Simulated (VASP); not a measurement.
TaMo2C3:

```xyz
6
Lattice="3.0637 0.0000 0.0000 0.0000 3.0637 0.0000 0.0000 0.0000 9.2757" Properties=species:S:1:pos:R:3 pbc="T T T"
Ta    1.5318    1.5318    0.0000
Mo    1.5318    1.5318    3.0130
Mo    1.5318    1.5318    6.2627
C     0.0000    0.0000    7.7829
C     0.0000    0.0000    1.4927
C     0.0000    0.0000    4.6378
```

The cell was built by a generator and needn't be a form met in nature.

| Item | Value |
| --- | --- |
| Program | VASP 6.6.1 |
| Task | relaxation of cell and atoms |
| Functional | PBE |
| Potentials or basis | VASP PAW PBE potentials, release 64 (Ta_pv, Mo_sv, C) |
| Cutoff | 520 eV |
| k mesh | 6 × 6 × 2 |
| Occupations | gaussian, width 0.15 eV |
| Spin | no spin polarisation |

At the start: pressure -50.7 GPa; volume 14.51 Å³/atom.

Task: How do energy, volume and symmetry change on relaxing?

Result: Over 12 steps the energy falls by 974.5 meV/atom and the volume is 10.25 Å³/atom (-29.4 %); space group P4/mmm (No. 123, to 0.05 Å).

Step by step:
```
step  energy change (eV)  largest force (eV/Å)  pressure (GPa)  volume (Å³)
   1              0.0000                0.6657          -50.69        87.06
   2              8.2818                5.1593          306.22        41.08
   3             -5.2638                1.5601          -10.20        64.01
   4             -5.4897                1.6242           -4.16        62.65
   5             -5.5036                1.7184            0.72        61.67
   6             -5.7862                0.7736            2.79        60.91
   7             -5.7948                0.6285            3.49        60.76
   8             -5.8257                0.2349           -4.94        62.46
   9             -5.8302                0.3272           -2.76        62.01
  10             -5.8449                0.1968            1.28        61.31
  11             -5.8461                0.0807            0.19        61.46
  12             -5.8467                0.0353            0.02        61.49
```

Final structure:
```cif
data_structure
_symmetry_space_group_name_H-M 'P 1'
_symmetry_Int_Tables_number 1
_cell_length_a 2.7346
_cell_length_b 2.7346
_cell_length_c 8.2228
_cell_angle_alpha 90.000
_cell_angle_beta 90.000
_cell_angle_gamma 90.000
_cell_volume 61.49
loop_
_atom_site_label
_atom_site_type_symbol
_atom_site_fract_x
_atom_site_fract_y
_atom_site_fract_z
_atom_site_occupancy
Ta1 Ta 0.50000 0.50000 0.00000 1
Mo1 Mo 0.50000 0.50000 0.33426 1
Mo2 Mo 0.50000 0.50000 0.66574 1
C1 C 0.00000 0.00000 0.82095 1
C2 C 0.00000 0.00000 0.17905 1
C3 C 0.00000 0.00000 0.50000 1
```

Caveat: the volume moved by over 15 % at a fixed basis, so the end points are rough.
